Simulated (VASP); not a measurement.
Data:

```xyz
1
Lattice="-1.7132 1.7132 1.7132 1.7132 -1.7132 1.7132 1.7132 1.7132 -1.7132" Properties=species:S:1:pos:R:3 pbc="T T T"
Li     0.0000     0.0000     0.0000
```

Level of theory: PBEsol GGA, VASP's PBE PAW potentials (set 64) (plane waves; VASP). Run with 620 eV cut-off, 15×15×15 Γ-centred mesh, first-order Methfessel-Paxton smearing of 0.10 eV, potentials Li_sv.

Energy and stress use the plane-wave basis of the starting cell.

Task: The ions, cell shape and volume at an external pressure of 5.0 GPa are relaxed. What does this cell relax into?

Result: 
```xyz
1
Lattice="-1.5762 1.5762 1.5762 1.5762 -1.5762 1.5762 1.5762 1.5762 -1.5762" Properties=species:S:1:pos:R:3 pbc="T T T"
Li     0.0000     0.0000     0.0000
```
Space group Im-3m (229), at a tolerance of 0.03 Å.

Task: How do energy and volume change from the first to the last step?

Result: The energy (σ→0) changes by +57.4 meV/atom and the volume by -22.1 %, in 4 ionic steps.

The compound is Li in the bcc structure. This run relaxes it under an external pressure of 5 GPa. Symmetry was kept, so distortions that lower it aren't found.
